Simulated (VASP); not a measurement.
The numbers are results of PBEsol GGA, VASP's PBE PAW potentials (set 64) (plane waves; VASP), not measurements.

The input files of a VASP run:

INCAR:
```
# general
SYSTEM   =  PtAl2
PREC     =  Accurate
ENCUT    =  300
LREAL    =  F
LASPH    =  T

# electronic loop
EDIFF    =  1E-6
NELM     =  100
ALGO     =  Normal
LMAXMIX  =  6

# smearing
ISMEAR   =  0
SIGMA    =  0.136

# functional
GGA      =  PS

# ions
ISIF     =  2

# output
LWAVE    =  F
LCHARG   =  F
```

### KPOINTS
```
Automatic
0
G
 10 10 10
```

POSCAR:
```
PtAl2
2.9550
  0.0000000000   1.0000000000   1.0000000000
  1.0000000000   0.0000000000   1.0000000000
  1.0000000000   1.0000000000   0.0000000000
Al Pt
2 1
Cart
  0.5000000000   0.5000000000   0.5000000000
  1.5000000000   1.5000000000   1.5000000000
  0.0000000000   0.0000000000   0.0000000000
```

POTCAR, in this order: Al Pt (PBE.64 set). Program: vasp_std.

At this cut-off the stress carries a Pulay error, which pulls relaxed volumes low. Unless said otherwise, spin-orbit coupling is left out, though it shifts the bands of the heavy elements here.

**Question.** What does the run give for the energy per atom (σ→0), pressure, band gap (on the k-mesh)?

**Answer.** 
The energy per atom (σ→0) is -5.924 eV/atom. The band gap (on the k-mesh) is none (metal, semimetal or under 0.01 eV) and the pressure is -1.17 GPa.

### OSZICAR
```
...
DAV:   6    -0.179056574399E+02    0.51065E+00   -0.27094E+00  1332   0.160E+01    0.229E+00
DAV:   7    -0.178138830392E+02    0.91774E-01   -0.21630E-01  1228   0.464E+00    0.170E+00
DAV:   8    -0.177765315086E+02    0.37352E-01   -0.35040E-02  1328   0.173E+00    0.271E-01
DAV:   9    -0.177762487861E+02    0.28272E-03   -0.21227E-03  1340   0.446E-01    0.174E-01
DAV:  10    -0.177762938574E+02   -0.45071E-04   -0.24270E-04  1320   0.139E-01    0.194E-02
DAV:  11    -0.177762891103E+02    0.47471E-05   -0.17763E-05  1356   0.439E-02    0.837E-03
DAV:  12    -0.177762892143E+02   -0.10403E-06   -0.15379E-06   916   0.993E-03
   1 F= -.17776289E+02 E0= -.17771390E+02  d E =-.979866E-02
```

The structure is a typed PtAl2 crystal (Fm-3m). The cell was not relaxed at this level.
